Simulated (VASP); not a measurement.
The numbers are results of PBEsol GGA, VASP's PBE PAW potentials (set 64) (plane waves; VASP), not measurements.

A VASP calculation is set up with these files.

### POSCAR
```
Al2Ga2As4
1
    0.0000000000     2.8361972151     2.8361972151
    2.8361972151     0.0000000000     2.8361972151
   11.3337172344    11.3337172344     0.0110716257
Ga As Al
2 4 2
Direct
  0.9997617971   0.9997617971   0.0001786521
  0.0002570009   0.0002570009   0.2498072493
  0.2499618812   0.2499618812   0.0625285890
  0.2502340928   0.2502340928   0.3123244305
  0.2502347429   0.2502347429   0.5623239428
  0.2500617422   0.2500617422   0.8124536933
  0.9999233844   0.9999233844   0.5000574617
  0.9995653584   0.9995653584   0.7503259811
```

INCAR:
```
! general
SYSTEM  = Al2Ga2As4
PREC    = Accurate
ENCUT   = 400
LREAL   = .False.   ! projection in real space or not
LASPH   = .True.   ! aspherical one-centre terms
ICHARG  = 11

! electronic loop
EDIFF   = 1E-7   ! SCF stop (eV)
NELM    = 100
ALGO    = Normal   ! blocked Davidson
LMAXMIX = 4   ! l cut-off of mixed one-centre charges

! smearing
ISMEAR  = 0   ! Gaussian
SIGMA   = 0.05   ! width (eV)

! functional
GGA     = PS

! output
LWAVE   = .False.
LCHARG  = .False.
LORBIT  = 11   ! lm-projected
```

### KPOINTS
```
k-points along high-symmetry lines
12
Line-mode
Reciprocal
  0.000000   0.000000   0.000000 ! GAMMA
  0.000000   0.000000  -0.500000 ! T

  0.000000   0.000000  -0.500000 ! T
 -0.328125   0.328125  -0.500000 ! H_2

 -0.343750   0.328125  -0.187500 ! H_0
  0.000000   0.500000   0.500000 ! L

  0.000000   0.500000   0.500000 ! L
  0.000000   0.000000   0.000000 ! GAMMA

  0.000000   0.000000   0.000000 ! GAMMA
 -0.335938   0.335938   0.000000 ! S_0

 -0.335938   0.328125  -0.343750 ! S_2
 -0.500000   0.000000  -1.000000 ! F

 -0.500000   0.000000  -1.000000 ! F
  0.000000   0.000000   0.000000 ! GAMMA
```

POTCAR, in this order: Ga_d As Al (PBE.64 set). Program: vasp_std. Read from the step before: CHGCAR.

The run wrote:

**OSZICAR**
```
       N       E                     dE             d eps       ncg     rms          rms(c)
DAV:   1     0.326306127183E+03    0.32631E+03   -0.20038E+04  5393   0.162E+03
DAV:   2     0.122482999228E+02   -0.31406E+03   -0.30655E+03  5889   0.397E+02
DAV:   3    -0.303211167995E+02   -0.42569E+02   -0.40978E+02  6260   0.117E+02
DAV:   4    -0.322788351407E+02   -0.19577E+01   -0.19392E+01  6528   0.263E+01
DAV:   5    -0.323312191931E+02   -0.52384E-01   -0.52322E-01  6886   0.405E+00
DAV:   6    -0.323339491147E+02   -0.27299E-02   -0.27298E-02  7801   0.834E-01
DAV:   7    -0.323339834044E+02   -0.34290E-04   -0.34289E-04  6951   0.961E-02
DAV:   8    -0.323339843780E+02   -0.97351E-06   -0.97350E-06  7668   0.168E-02
DAV:   9    -0.323339843978E+02   -0.19867E-07   -0.19814E-07  4582   0.238E-03
   1 F= -.32333984E+02 E0= -.32333984E+02  d E =-.819148E-11
```

File OUTCAR:
```
 val. band max:        3.7849946195   @ k =   0.0000   0.0000   0.0000

 cond. band min:       4.7172701965   @ k =   0.0000   0.0000   0.0000



 k-point     1 :       0.0000    0.0000    0.0000
  band No.  band energies     occupation
      1     -10.8605      2.00000
      2     -10.8205      2.00000
      3     -10.7941      2.00000
      4     -10.7941      2.00000
      5     -10.7838      2.00000
      6     -10.7838      2.00000
      7     -10.7236      2.00000
      8     -10.7236      2.00000
      9     -10.7193      2.00000
     10     -10.7193      2.00000
     11      -8.5761      2.00000
     12      -7.9075      2.00000
     13      -7.8592      2.00000
     14      -6.9297      2.00000
     15      -2.3874      2.00000
     16      -0.0287      2.00000
     17      -0.0004      2.00000
     18       2.7361      2.00000
     19       2.7361      2.00000
     20       3.1119      2.00000
     21       3.1119      2.00000
     22       3.1842      2.00000
     23       3.1842      2.00000
     24       3.7512      2.00000
     25       3.7850      2.00000
     26       3.7850      2.00000
     27       4.7173      0.00000
     28       5.0170      0.00000
     29       5.8763      0.00000
     30       5.9041      0.00000
     31       7.7069      0.00000

 k-point     2 :       0.0000    0.0000   -0.0455
  band No.  band energies     occupation
      1     -10.8605      2.00000
      2     -10.8205      2.00000
      3     -10.7941      2.00000
      4     -10.7941      2.00000
      5     -10.7838      2.00000
      6     -10.7838      2.00000
      7     -10.7236      2.00000
      8     -10.7236      2.00000
      9     -10.7193      2.00000
     10     -10.7193      2.00000
     11      -8.5751      2.00000
     12      -7.9384      2.00000
     13      -7.8267      2.00000
     14      -6.9329      2.00000
     15      -2.3814      2.00000
     16      -0.1855      2.00000
     17       0.1599      2.00000
     18       2.7369      2.00000
...
```

The density is held fixed in this step, so its total energy and stress have no physical meaning.

The structure was generated: Al2Ga2As4 was put into an ordered model structure (R3m), which need not be its known phase. It was relaxed first.
